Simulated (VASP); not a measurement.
Data:

```
Ni
1.0
    0.00000     1.73272     1.73272
    1.73272     0.00000     1.73272
    1.73272     1.73272     0.00000
Ni
1
Direct
  0.00000   0.00000   0.00000
```
Starting moments (μB, in the order of the record's atoms Ni): 0.8.

Calculation: r2SCAN+rVV10, VASP's PBE PAW potentials (set 64) (plane waves; VASP). Run with 400 eV cut-off, 20×20×20 Γ-centred mesh, tetrahedra with Blöchl corrections, potentials Ni.

Question: What does the run give for the cell moment, energy per atom (σ→0), band gap (over mesh and band path) with the smallest direct gap where there is one?

Answer: 
The band gap (over mesh and band path) is none (metal, semimetal or under 0.01 eV) and the cell moment is 0.71 μB. The energy per atom (σ→0) is -11.702 eV/atom.

Question: Give the moment on each site (PAW-sphere projection).

Answer: 
```json
[
 {"site": "Ni1", "moment (μB)": "0.73"}
]
```

Only differences to runs with the same potentials and settings are physical.

The structure comes from a measured Ni entry (Fm-3m) of the Crystallography Open Database, whose conditions weren't checked. It was relaxed first.
